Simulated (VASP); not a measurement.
```xyz
5
Lattice="1.9192 -3.3241 0.0000 1.9192 3.3241 0.0000 0.0000 0.0000 5.9152" Properties=species:S:1:pos:R:3 pbc="T T T"
La     1.9192     1.1080     1.4469
La     1.9192    -1.1080     4.4682
O      3.8383     0.0000     0.0000
O      1.9192     1.1080     3.8244
O      1.9192    -1.1080     2.0908
```

Calculation: vdW-DF-cx, VASP's PBE PAW potentials (set 64) (plane waves; VASP 6.6.1). Numerical set-up: 520 eV cut-off, 7×7×4 Γ-centred mesh, Gaussian smearing of 0.050 eV, potentials La O.

Problem. The ions and cell shape at fixed volume are relaxed. Which structure does the run end with?

Solution. 
```xyz
5
Lattice="1.9412 -3.3623 0.0000 1.9412 3.3623 0.0000 0.0000 0.0000 5.7817" Properties=species:S:1:pos:R:3 pbc="T T T"
La     1.9412     1.1208     1.3831
La     1.9412    -1.1208     4.3986
O      0.0000     0.0000     0.0000
O      1.9412     1.1208     3.7635
O      1.9412    -1.1208     2.0182
```
Space group P-3m1 (164), at a tolerance of 0.03 Å.

Problem. How much energy does the relaxation gain?

Solution. The energy (σ→0) changes by -5.4 meV/atom, in 10 ionic steps.

The compound is La2O3 in the a-type structure. This cell is one point of a volume scan, at 0.94 of the reference volume. Symmetry was kept, so distortions that lower it aren't found.
